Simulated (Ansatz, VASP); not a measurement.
One calculation of Ta4O, two programs

File INCAR:

```
  ALGO = Normal
  EDIFF = 1E-7
  ENCUT = 520
  GGA = PS
  ISIF = 2
  ISMEAR = -1
  KPAR = 2
  LASPH = True
  LCHARG = True
  LREAL = False
  LVHAR = True
  LWAVE = False
  NBANDS = 33
  NELM = 60
  PREC = Accurate
  SIGMA = 0.05
```

KPOINTS

```
k-points
0
Gamma
  8 8 4
```

POSCAR

```
Ta4O
1.0
    3.2574970000      0.0000000000      0.0000000000
    0.0000000000      3.2574970000      0.0000000000
    0.0000000000      0.0000000000      7.4093410000
Ta O
4 1
Direct
    0.0000000000      0.0000000000      0.0000000000
    0.5000000000      0.5000000000      0.2168420000
    0.5000000000      0.5000000000      0.7831580000
    0.0000000000      0.0000000000      0.5000000000
    0.5000000000      0.5000000000      0.5000000000
```

File input.yaml:

```yaml
crystal:
  lattice:
    - [3.257497, 0.0, 0.0]
    - [0.0, 3.257497, 0.0]
    - [0.0, 0.0, 7.409341]
  atoms:
    - { symbol: Ta, position: [0.0, 0.0, 0.0] }
    - { symbol: Ta, position: [0.5, 0.5, 0.216842] }
    - { symbol: Ta, position: [0.5, 0.5, 0.783158] }
    - { symbol: Ta, position: [0.0, 0.0, 0.5] }
    - { symbol: O, position: [0.5, 0.5, 0.5] }
hamiltonian:
  xc: pbesol
  pseudopotentials: { kind: paw }
kpoints:
  mp_grid: { grid: [8, 8, 4] }
scf:
  occupations: { method: fermi_dirac, width: 0.05 }
output:
  forces: true
  stress: true
  eigenvalues: true
```

The cell comes from a database or a generator and needn't be the stable form of this composition.

Alike in both runs: task single point; functional PBEsol; k mesh 8 × 8 × 4; occupations fermi-dirac, width 0.05 eV; no spin polarisation.

|  | VASP | Ansatz |
| --- | --- | --- |
| version | VASP 6.6.1 | Ansatz 0.2.0 |
| potentials or method | VASP PAW PBE potentials, release 64 (Ta_pv, O) | Ansatz PAW |
| plane-wave cutoff (eV) | 520 | 420 |
| valence electrons in the cell | 50 | 58 |

Ansatz gave:

* gap on the k mesh at the Fermi level (eV): none
* pressure (GPa): -8.1
* largest component of the traceless stress (GPa): 0.41
* rms of the force components (eV/Å): 0.008

Q: Estimate VASP's values.

A: gap on the k mesh at the Fermi level (eV): none; pressure (GPa): -7.8; largest component of the traceless stress (GPa): 0.28; rms of the force components (eV/Å): 0.004.

Atom by atom the forces differ by 0.013 eV/Å (rms over components). A gap of «none» marks a metal or a gap that the smearing closes. The functional is the same, so the differences come from potentials, cutoffs and numerics. The two sets of potentials don't hold the same shells in valence.

Caveats: the PAW data sets were made with another functional, which shifts forces and pressure a little (VASP); the PAW data sets come from PBE, with cores solved anew for the run's functional, which leaves a small shift of forces and pressure (Ansatz). Spin-orbit coupling is left out, which matters for the levels of Ta.
